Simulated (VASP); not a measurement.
# Ti12SO23 (a cell with a defect) (Rutile) in VASP: further runs

One crystal, Ti12SO23 (a cell with a defect) (Rutile), is run at these levels: PBE; tasks: single point.

Everything below comes from runs of VASP 6.6.1. Logs are shortened: lines on timing, memory, paths and dates and some standing lists are left out, and cuts for length are marked.

## Step 1: The structure

The cell holds a defect, 36 atoms: a = 6.494 Å, b = 6.494 Å, c = 8.872 Å, α = 90.00°, β = 90.00°, γ = 90.00°.

## Step 2: Single point, PBE

Input file INCAR:

```
SYSTEM = Ti12SO23
PREC     = Accurate       ! precision mode
ENCUT    = 520            ! plane-wave cutoff, eV
EDIFF    = 1E-7           ! SCF threshold, eV
ISMEAR   = -1             ! smearing method
SIGMA    = 0.01           ! smearing width, eV
LREAL    = Auto         
LASPH    = .TRUE.         ! aspherical terms in the spheres
NELM     = 100            ! most SCF steps
ALGO     = Fast           ! electronic algorithm
ISIF     = 2              ! what is computed and relaxed
LWAVE    = .FALSE.        ! write WAVECAR
LCHARG   = .TRUE.         ! write CHGCAR
GGA      = PE             ! functional
LELF     = .TRUE.         ! ELF
LVHAR    = .TRUE.       
NBANDS   = 168            ! bands
```

Input file KPOINTS:

```
Automatic mesh
0
G
  3 3 2
  0 0 0
```

Input file POSCAR:

```
Ti12SO23
1.0
    4.5922000000      4.5922000000      0.0000000000
   -4.5922000000      4.5922000000      0.0000000000
    0.0000000000      0.0000000000      8.8722000000
Ti S O
12 1 23
Direct
   -0.0410052604      0.0000000000      0.0000000000
    0.0077955953      0.0000000000      0.3339197131
    0.0077955953      0.0000000000      0.6660802869
    0.5028022455      0.5000000000      0.0000000000
    0.5024142926      0.5000000000      0.3336676175
    0.5024142926      0.5000000000      0.6663323825
    0.5299376705      0.0000000000      0.1833602511
    0.4880869225      0.0000000000      0.5000000000
    0.5299376705      0.0000000000      0.8166397489
   -0.0023433420      0.5000000000      0.1676656171
    0.0054729348      0.5000000000      0.5000000000
   -0.0023433420      0.5000000000      0.8323343829
    0.2887023182      0.0000000000      0.0000000000
    0.3061624016      0.0000000000      0.3287447368
    0.3061624016      0.0000000000      0.6712552632
    0.8059420133      0.5000000000      0.0000000000
    0.8071001605      0.5000000000      0.3397118046
    0.8071001605      0.5000000000      0.6602881954
    0.5139488421      0.3052715122      0.1687430407
    0.4933055375      0.3038962321      0.5000000000
    0.5139488421      0.3052715122      0.8312569593
   -0.0230299250      0.8038725706      0.1704193286
    0.0120469622      0.8039133383      0.5000000000
   -0.0230299250      0.8038725706      0.8295806714
    0.6760631543      0.0000000000      0.0000000000
    0.7015595812      0.0000000000      0.3511619584
    0.7015595812      0.0000000000      0.6488380416
    0.1981225479      0.5000000000      0.0000000000
    0.1980898682      0.5000000000      0.3273632765
    0.1980898682      0.5000000000      0.6726367235
    0.5139488421      0.6947284878      0.1687430407
    0.4933055375      0.6961037679      0.5000000000
    0.5139488421      0.6947284878      0.8312569593
   -0.0230299250      0.1961274294      0.1704193286
    0.0120469622      0.1960866617      0.5000000000
   -0.0230299250      0.1961274294      0.8295806714
```

Potentials or basis: VASP PAW PBE potentials, release 64 (Ti_sv, S, O).

Started as:

```bash
> cat potpaw_PBE.64/Ti_sv/POTCAR potpaw_PBE.64/S/POTCAR potpaw_PBE.64/O/POTCAR > POTCAR
> mpirun -np 1 vasp_std > vasp.out
```

OUTCAR:

```text
SYSTEM = Ti12SO23
   PREC = Accurate
   ENCUT = 520
   EDIFF = 1E-7
   ISMEAR = -1
   LREAL = Auto
   LASPH = .TRUE.
   NELM = 100
   ISIF = 2
   GGA = PE

 ion  position               nearest neighbor table
   1  0.959  0.000  0.000-  25 1.84  24 1.98  22 1.98  34 1.98  36 1.98  13 2.14
   2  0.008  0.000  0.334-  14 1.94  22 1.94  34 1.94  23 1.95  35 1.95  26 1.99
   3  0.008  0.000  0.666-  15 1.94  24 1.94  36 1.94  35 1.95  23 1.95  27 1.99
   4  0.503  0.500  0.000-  19 1.96  21 1.96  31 1.96  33 1.96  16 1.97  28 1.98
   5  0.502  0.500  0.334-  19 1.94  31 1.94  20 1.95  32 1.95  29 1.98  17 1.98
   6  0.502  0.500  0.666-  21 1.94  33 1.94  32 1.95  20 1.95  30 1.98  18 1.98
   7  0.530  0.000  0.183-  26 1.86  25 1.88  14 1.94  19 1.99  31 1.99  13 2.26   8 2.82
   8  0.488  0.000  0.500-  26 1.91  27 1.91  14 1.92  15 1.92  20 1.97  32 1.97   7 2.82   9 2.82

   9  0.530  0.000  0.817-  27 1.86  25 1.88  15 1.94  21 1.99  33 1.99  13 2.26   8 2.82
  10  0.998  0.500  0.168-  29 1.92  16 1.94  17 1.97  28 1.98  22 1.98  34 1.98
  11  0.005  0.500  0.500-  17 1.92  18 1.92  23 1.97  35 1.97  30 1.98  29 1.98
  12  0.998  0.500  0.832-  30 1.92  16 1.94  18 1.97  28 1.98  24 1.98  36 1.98
  13  0.289  0.000  0.000-   1 2.14   7 2.26   9 2.26
  14  0.306  0.000  0.329-   8 1.92   2 1.94   7 1.94
  15  0.306  0.000  0.671-   8 1.92   3 1.94   9 1.94
  16  0.806  0.500  0.000-  10 1.94  12 1.94   4 1.97
  17  0.807  0.500  0.340-  11 1.92  10 1.97   5 1.98
  18  0.807  0.500  0.660-  11 1.92  12 1.97   6 1.98
[... 16 lines left out ...]
  35  0.012  0.196  0.500-   2 1.95   3 1.95  11 1.97
  36  0.977  0.196  0.830-   3 1.94  12 1.98   1 1.98

  LATTYP: Found a simple tetragonal cell.
 ALAT       =     6.4943515211
 C/A-ratio  =     1.3661410183

  Lattice vectors:

 A1 = (   4.5922000000,   4.5922000000,   0.0000000000)
 A2 = (  -4.5922000000,   4.5922000000,   0.0000000000)
 A3 = (   0.0000000000,   0.0000000000,   8.8722000000)

Analysis of symmetry for initial positions (statically):
=====================================================================
 Subroutine PRICEL returns:
 Original cell was already a primitive cell.

 Routine SETGRP: Setting up the symmetry group for a
 simple tetragonal supercell.

 Subroutine GETGRP returns: Found  4 space group operations
 (whereof  4 operations were pure point group operations)
 out of a pool of 16 trial point group operations.

The static configuration has the point symmetry C_2v.

Analysis of symmetry for dynamics (positions and initial velocities):
=====================================================================
 Subroutine PRICEL returns:
 Original cell was already a primitive cell.

 Routine SETGRP: Setting up the symmetry group for a
 simple tetragonal supercell.

 Subroutine GETGRP returns: Found  4 space group operations
 (whereof  4 operations were pure point group operations)
 out of a pool of 16 trial point group operations.

The dynamic configuration has the point symmetry C_2v.

 Subroutine INISYM returns: Found  4 space group operations
 (whereof  4 operations are pure point group operations),
 and found     1 'primitive' translations

----------------------------------------------------------------------------------------

                                     Primitive cell

  volume of cell :     374.1992

  direct lattice vectors                    reciprocal lattice vectors
     4.592200000  4.592200000  0.000000000     0.108880275  0.108880275  0.000000000
    -4.592200000  4.592200000  0.000000000    -0.108880275  0.108880275  0.000000000
     0.000000000  0.000000000  8.872200000     0.000000000  0.000000000  0.112711616

  length of vectors
     6.494351521  6.494351521  8.872200000     0.153979962  0.153979962  0.112711616

  position of ions in fractional coordinates (direct lattice)
     0.958994740  0.000000000  0.000000000
     0.007795595  0.000000000  0.333919713
     0.007795595  0.000000000  0.666080287
     0.502802245  0.500000000  0.000000000
     0.502414293  0.500000000  0.333667617
     0.502414293  0.500000000  0.666332383
[... 28 lines left out ...]
     0.012046962  0.196086662  0.500000000
     0.976970075  0.196127429  0.829580671

  ion indices of the primitive-cell ions
   primitive index   ion index
                 1           1
                 2           2
                 3           3
                 4           4
                 5           5
                 6           6
[... 28 lines left out ...]
                35          35
                36          36

----------------------------------------------------------------------------------------

 KPOINTS: Automatic mesh

Automatic generation of k-mesh.
 Grid dimensions read from file:
 generate k-points for:    3    3    2

 Generating k-lattice:

  Cartesian coordinates                     Fractional coordinates (reciprocal lattice)
     0.036293425  0.036293425  0.000000000     0.333333333  0.000000000  0.000000000
    -0.036293425  0.036293425  0.000000000     0.000000000  0.333333333  0.000000000
     0.000000000  0.000000000  0.056355808     0.000000000  0.000000000  0.500000000

  Length of vectors
     0.051326654  0.051326654  0.056355808

  Shift w.r.t. Gamma in fractional coordinates (k-lattice)
     0.000000000  0.000000000  0.000000000

 Subroutine IBZKPT returns following result:
 ===========================================

 Found      8 irreducible k-points:

 Following reciprocal coordinates:
            Coordinates               Weight
  0.000000  0.000000  0.000000      1.000000
  0.333333  0.000000  0.000000      2.000000
  0.000000  0.333333  0.000000      2.000000
  0.333333  0.333333  0.000000      4.000000
  0.000000  0.000000  0.500000      1.000000
  0.333333  0.000000  0.500000      2.000000
  0.000000  0.333333  0.500000      2.000000
  0.333333  0.333333  0.500000      4.000000
   k-points           NKPTS =      8   k-points in BZ     NKDIM =      8   number of bands    NBANDS=    168
   number of dos      NEDOS =    301   number of ions     NIONS =     36
   total plane-waves  NPLWV = 161280
   dimension x,y,z NGX =    48 NGY =   48 NGZ =   70
   dimension x,y,z NGXF=    96 NGYF=   96 NGZF=  140
   ions per type =              12   1  23
   NGX,Y,Z   is equivalent  to a cutoff of  12.29, 12.29, 13.12 a.u.
   NGXF,Y,Z  is equivalent  to a cutoff of  24.57, 24.57, 26.23 a.u.
 SYSTEM =  Ti12SO23
   PREC   = accura    normal or accurate (medium, high low for compatibility)
   ISTART =      0    job   : 0-new  1-cont  2-samecut
   ICHARG =      2    charge: 1-file 2-atom 10-const
   ISPIN  =      1    spin polarized calculation?
   LNONCOLLINEAR =      F non collinear calculations
   LSORBIT =      F    spin-orbit coupling
   LASPH  =      T    aspherical Exc in radial PAW
   ENCUT  =  520.0 eV  38.22 Ry    6.18 a.u.  12.08 12.08 16.50*2*pi/ulx,y,z
   NELM   =    100;   NELMIN=  2; NELMDL= -5     # of ELM steps
   EDIFF  = 0.1E-06   stopping-criterion for ELM
   LREAL  =      T    real-space projection
   EDIFFG = 0.1E-05   stopping-criterion for IOM
   NSW    =      0    number of steps for IOM
   IBRION =     -1    ionic relax: 0-MD 1-quasi-New 2-CG
   NFREE  =      0    steps in history (QN), initial steepest desc. (CG)
   ISIF   =      2    stress and relaxation
   ISYM   =      2    0-nonsym 1-usesym 2-fastsym
   POTIM  = 0.5000    time-step for ionic-motion
   TEBEG  =    0.0;   TEEND  =   0.0 temperature during run
   PSTRESS=    0.0 pullay stress
   NELECT =     288.0000    total number of electrons
   NUPDOWN=      -1.0000    fix difference up-down
   EMIN   =  10.00;   EMAX   =-10.00  energy-range for DOS
   EFERMI =   0.00;   METHOD = LEGACY
   ISMEAR =    -1;   SIGMA  =   0.01  broadening in eV -4-tet -1-fermi 0-gaus
   EFERMI_NEDOS =   21; number of points for ismear=-14 and -15
   IALGO  =     68    algorithm
   IMIX   =      4    mixing-type and parameters
     AMIX     =   0.40;   BMIX     =  1.00
     AMIX_MAG =   1.60;   BMIX_MAG =  1.00
  volume/ion in A,a.u.               =      10.39        70.15
  Fermi-wavevector in a.u.,A,eV,Ry     =   1.500277  2.835112 30.624403  2.250830
  Thomas-Fermi vector in A             =   2.611798
   LORBIT       =      0    0 simple, 1 ext, 2 COOP (PROOUT), +10 PAW based schemes
   GGA     = PE    functional components
   LHFCALC =     F    Hartree Fock is set to
   AEXX    =    0.0000 exact exchange contribution
   IVDW    =     0    specifies the selected vdW correction
   LEPSILON=     F    determine dielectric tensor
   LRPA    =     F    only Hartree local field effects (RPA)
 non-spin polarized calculation
 RMM-DIIS sequential band-by-band and
  energy-cutoff  :      520.00
  volume of cell :      374.20
 maximum number of plane-waves:     10086
   NGX = 25   NGY = 25   NGZ = 33

 number of electron     288.0000005 magnetization

 Free energy of the ion-electron system (eV)
  ---------------------------------------------------
  ext. energy  EPLUGINS =         0.00000000
  ---------------------------------------------------
  free energy    TOTEN  =      -315.61982799 eV

  energy without entropy =     -315.61982799  energy(sigma->0) =     -315.61982799

 E-fermi :   6.0644     XC(G=0): -11.5127

 val. band max:        5.7258768836   @ k =   0.3333   0.0000   0.0000
 cond. band min:       7.0637035734   @ k =   0.0000   0.3333   0.5000
 fundamental gap:      1.3378266898
 Fermi energy:         6.0643653961

 k-point     1 :       0.0000    0.0000    0.0000
  band No.  band energies     occupation
      1     -51.7553      2.00000
      2     -51.6847      2.00000
      3     -51.6754      2.00000
      4     -51.6623      2.00000
      5     -51.6526      2.00000
      6     -51.6271      2.00000
[... 148 lines left out ...]
    155       7.7788      0.00000
    156       7.8214      0.00000

 k-point     2 :       0.3333    0.0000    0.0000
  band No.  band energies     occupation
      1     -51.7552      2.00000
      2     -51.6846      2.00000
      3     -51.6754      2.00000
      4     -51.6623      2.00000
      5     -51.6525      2.00000
      6     -51.6270      2.00000
[... 1102 lines left out ...]
    155       7.9429      0.00000
    156       8.0119      0.00000
 [bands above 156 left out]

------------------------ aborting loop because EDIFF is reached ----------------------------------------

  FORCE on cell =-STRESS in cart. coord.  units (eV):
  Direction    XX          YY          ZZ          XY          YZ          ZX
  --------------------------------------------------------------------------------------
  -------------------------------------------------------------------------------------
  Total       28.9202604     28.9202604     32.0940637     12.7741736      0.0000000      0.0000000
  in kB      123.8254385    123.8254385    137.4144439     54.6941012      0.0000000      0.0000000
  external PRESSURE =     128.3551070 kB  Pullay stress =       0.0000000 kB

 VOLUME and BASIS-vectors are now :
 -----------------------------------------------------------------------------
  energy-cutoff  :      520.00
  volume of cell :      374.20
      direct lattice vectors                 reciprocal lattice vectors
     4.592200000  4.592200000  0.000000000     0.108880275  0.108880275  0.000000000
    -4.592200000  4.592200000  0.000000000    -0.108880275  0.108880275  0.000000000
     0.000000000  0.000000000  8.872200000     0.000000000  0.000000000  0.112711616

 POSITION                                       TOTAL-FORCE (eV/Angst)
 -----------------------------------------------------------------------------------
      4.40390      4.40390      0.00000         0.056716      0.056716      0.000000
      0.03580      0.03580      2.96260         0.009645      0.009645      0.012136
      0.03580      0.03580      5.90960         0.009645      0.009645     -0.012136
      0.01287      4.60507      0.00000         0.002759      0.002759      0.000000
      0.01109      4.60329      2.96037        -0.006227     -0.006227      0.003069
      0.01109      4.60329      5.91183        -0.006227     -0.006227     -0.003069
[... 28 lines left out ...]
     -0.84515      0.95579      4.43610        -0.018156      0.022772      0.000000
      3.58579      5.38710      7.36021        -0.021925      0.013570      0.007683
 -----------------------------------------------------------------------------------
    total drift:                               -0.033301     -0.033301      0.000009

  FREE ENERGIE OF THE ION-ELECTRON SYSTEM (eV)
  ---------------------------------------------------
  free  energy   TOTEN  =      -315.6198279927 eV

  energy  without entropy=     -315.6198279927  energy(sigma->0) =     -315.61982799
```

Run time: 16 min. Hardware: 1 thread of AMD EPYC 9R45 (Zen 5), shared host; peak memory 0.56 GiB.

What came out:

* Free energy: -315.6198 eV
* Pressure: 12.8 GPa
* Largest force: 0.080 eV/Å
* Band gap on the k mesh: 1.34 eV, indirect (least direct gap 1.41 eV)

Forces in eV/Å, atoms in the order of the input:
```
Ti   0.057  0.057  0.000
Ti   0.010  0.010  0.012
Ti   0.010  0.010 -0.012
Ti   0.003  0.003  0.000
Ti  -0.006 -0.006  0.003
Ti  -0.006 -0.006 -0.003
Ti  -0.035 -0.035 -0.052
Ti  -0.009 -0.009  0.000
Ti  -0.035 -0.035  0.052
Ti   0.003  0.003 -0.006
Ti  -0.010 -0.010  0.000
Ti   0.003  0.003  0.006
S    0.005  0.005  0.000
O   -0.015 -0.015 -0.011
O   -0.015 -0.015  0.011
O   -0.020 -0.020  0.000
O   -0.017 -0.017  0.003
O   -0.017 -0.017 -0.003
O    0.028 -0.033  0.003
O    0.015 -0.015  0.000
O    0.028 -0.033 -0.003
O    0.014 -0.022 -0.008
O    0.023 -0.018  0.000
O    0.014 -0.022  0.008
O   -0.007 -0.007  0.000
O    0.032  0.032  0.038
O    0.032  0.032 -0.038
O    0.010  0.010  0.000
O    0.024  0.024  0.010
O    0.024  0.024 -0.010
O   -0.033  0.028  0.003
O   -0.015  0.015  0.000
O   -0.033  0.028 -0.003
O   -0.022  0.014 -0.008
O   -0.018  0.023  0.000
O   -0.022  0.014  0.008
```

A hybrid or GW would open this gap; PBE tends to underestimate it.

## Step 3: Single point, PBE

Input file INCAR:

```
SYSTEM = Ti12SO23
ALGO = Fast ; EDIFF = 1E-6
ENCUT = 520 ; GGA = PE
ISIF = 2 ; ISMEAR = -1
LASPH = .True. ; LCHARG = .False.
LREAL = Auto ; LWAVE = .False.
NBANDS = 168 ; NELM = 100
PREC = Accurate ; SIGMA = 0.01
```

Input file KPOINTS:

```
k-points
0
Gamma
  3 3 2
  0 0 0
```

Input file POSCAR:

```
Ti12SO23
1.0
    4.5922000000      4.5922000000      0.0000000000
   -4.5922000000      4.5922000000      0.0000000000
    0.0000000000      0.0000000000      8.8722000000
Ti S O
12 1 23
Direct
    0.0000000000      0.0000000000      0.0000000000
    0.0000000000      0.0000000000      0.3333333333
    0.0000000000      0.0000000000      0.6666666667
    0.5000000000      0.5000000000      0.0000000000
    0.5000000000      0.5000000000      0.3333333333
    0.5000000000      0.5000000000      0.6666666667
    0.5000000000      0.0000000000      0.1666666667
    0.5000000000      0.0000000000      0.5000000000
    0.5000000000      0.0000000000      0.8333333333
    0.0000000000      0.5000000000      0.1666666667
    0.0000000000      0.5000000000      0.5000000000
    0.0000000000      0.5000000000      0.8333333333
    0.3049600000      0.0000000000      0.0000000000
    0.3049600000      0.0000000000      0.3333333333
    0.3049600000      0.0000000000      0.6666666667
    0.8049600000      0.5000000000      0.0000000000
    0.8049600000      0.5000000000      0.3333333333
    0.8049600000      0.5000000000      0.6666666667
    0.5000000000      0.3049600000      0.1666666667
    0.5000000000      0.3049600000      0.5000000000
    0.5000000000      0.3049600000      0.8333333333
    0.0000000000      0.8049600000      0.1666666667
    0.0000000000      0.8049600000      0.5000000000
    0.0000000000      0.8049600000      0.8333333333
    0.6950400000      0.0000000000      0.0000000000
    0.6950400000      0.0000000000      0.3333333333
    0.6950400000      0.0000000000      0.6666666667
    0.1950400000      0.5000000000      0.0000000000
    0.1950400000      0.5000000000      0.3333333333
    0.1950400000      0.5000000000      0.6666666667
    0.5000000000      0.6950400000      0.1666666667
    0.5000000000      0.6950400000      0.5000000000
    0.5000000000      0.6950400000      0.8333333333
    0.0000000000      0.1950400000      0.1666666667
    0.0000000000      0.1950400000      0.5000000000
    0.0000000000      0.1950400000      0.8333333333
```

Potentials or basis: VASP PAW PBE potentials, release 64 (Ti_sv, S, O).

Started as:

```bash
> cat potpaw_PBE.64/Ti_sv/POTCAR potpaw_PBE.64/S/POTCAR potpaw_PBE.64/O/POTCAR > POTCAR
> mpirun -np 1 vasp_std > vasp.out
```

Wall time 15 min (1 thread of AMD EPYC 9R45 (Zen 5), shared host); peak memory 0.56 GiB.

It converged, with:

* Free energy: -312.3894 eV
* Pressure: 15.6 GPa
* Largest force: 9.010 eV/Å
* Band gap on the k mesh: 1.50 eV, direct

Forces on the atoms (eV/Å):
```
Ti  -6.013 -6.013  0.000
Ti  -0.138 -0.138  0.262
Ti  -0.138 -0.138 -0.262
Ti   0.174  0.174  0.000
Ti  -0.007 -0.007  0.085
Ti  -0.007 -0.007 -0.085
Ti   4.504  4.504  6.373
Ti   0.116  0.116  0.000
Ti   4.504  4.504 -6.373
Ti  -0.068 -0.068  0.167
Ti   0.012  0.012  0.000
Ti  -0.068 -0.068 -0.167
S   -3.110 -3.110  0.000
O   -0.266 -0.266  0.069
O   -0.266 -0.266 -0.069
O   -0.086 -0.086  0.000
O   -0.077 -0.077 -0.054
O   -0.077 -0.077  0.054
O   -0.079  0.107  0.006
O    0.038 -0.042  0.000
O   -0.079  0.107 -0.006
O    0.165 -0.236  0.060
O    0.135 -0.110  0.000
O    0.165 -0.236 -0.060
O   -0.062 -0.062  0.000
O    0.422  0.422  0.521
O    0.422  0.422 -0.521
O    0.140  0.140  0.000
O    0.078  0.078 -0.031
O    0.078  0.078  0.031
O    0.107 -0.079  0.006
O   -0.042  0.038  0.000
O    0.107 -0.079 -0.006
O   -0.236  0.165  0.060
O   -0.110  0.135  0.000
O   -0.236  0.165 -0.060
```

Stress tensor (GPa, compression positive):
```
15.37  7.44  0.00
 7.44 15.37  0.00
 0.00  0.00 16.06
```

Levels at points of the mesh, in eV from the valence-band top:
```tsv
k point	band 142	band 143	band 144	band 145	band 146	band 147
(0.00, 0.00, 0.00)	-0.47	-0.30	0.00	1.50	1.79	1.86
(0.00, 0.00, 0.50)	-0.62	-0.24	-0.12	1.83	2.03	2.16
```

Caveat: so large a pressure means that the cell lies far from this level's equilibrium, or that cutoff or potentials fall short. Expect the measured gap to be larger: semilocal functionals such as PBE lack the derivative discontinuity.
